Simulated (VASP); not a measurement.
Consider the following.

```
KF
1.0
    0.00000     2.69966     2.69966
    2.69966     0.00000     2.69966
    2.69966     2.69966     0.00000
K F
1 1
Cartesian
  0.00000   0.00000   0.00000
  2.69966   2.69966   2.69966
```

Level of theory: vdW-DF2, VASP's PBE PAW potentials (set 64) (plane waves; VASP 6.6.1). Settings: 520 eV cut-off, 8×8×8 Γ-centred mesh, Gaussian smearing of 0.050 eV, potentials K_sv F.

Task: Predict the energy per atom (σ→0), band gap (on the k-mesh) with the smallest direct gap where there is one.

Result: 
The band gap (on the k-mesh) is 5.76 eV. The smallest direct gap (on the k-mesh) is 5.76 eV. The energy per atom (σ→0) is -2.478 eV/atom.

Only differences to runs with the same potentials and settings are physical.

The compound is KF in the rock salt structure. It was relaxed first.
